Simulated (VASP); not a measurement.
Given:

```yaml
crystal:
  lattice:
    - [4.22825, 0.00000, 0.00000]
    - [-2.11413, 3.66178, 0.00000]
    - [0.00000, 0.00000, 14.79937]
  atoms:
    - { symbol: Cd, position: [0.66667, 0.33333, 0.50000] }
    - { symbol: S, position: [0.33333, 0.66667, 0.50000] }
```

Method: r2SCAN meta-GGA, VASP's PBE PAW potentials (set 64) (plane waves; VASP). Numerical set-up: 400 eV cut-off, 8×8×1 Γ-centred mesh, tetrahedra with Blöchl corrections, potentials Cd S.

The cell holds a wide vacuum, so values per volume refer to the whole cell.

Question: Give the energies of bands 6 to 12 at the high-symmetry points, in eV from the valence-band maximum.

Answer: 
```tsv
band	Γ	M	K
6	-7.19	-6.98	-6.78
7	-1.33	-3.70	-3.50
8	0.00	-1.40	-2.57
9	0.00	-0.33	-0.20
10	2.13	4.25	5.19
11	5.70	5.03	5.94
12	5.75	7.67	7.72
```

The gap is direct, 2.13 eV, from the valence maximum at Γ to the conduction minimum at Γ.

The cell is a sheet with vacuum, built from a generated structure.
